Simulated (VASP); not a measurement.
Energy against volume of KCl (rock salt). Level of theory: vdW-DF-cx, VASP's PBE PAW potentials (set 64) (plane waves; VASP). Settings: 520 eV cut-off, 7×7×7 Γ-centred mesh, Gaussian smearing of 0.050 eV, potentials K_sv Cl.

| V (Å³/atom) | E (eV/atom) |
|---|---|
| 29.296 | -1.47244 |
| 30.231 | -1.47815 |
| 31.166 | -1.48026 |
| 32.101 | -1.47935 |

Task: Fit these four points and predict the energy of the run at 33.036 Å³/atom.

Result: A cubic in V^(−2/3), the third-order Birch-Murnaghan form, passes through the four points with V0 = 31.33 Å³/atom and B0 = 17 GPa, and gives -1.4759 eV/atom there. The run gave -1.4759 eV/atom, +0.0 meV/atom from the fit; all five points give B0 = 17 GPa.

The compound is KCl in the rock salt structure. It was relaxed first.
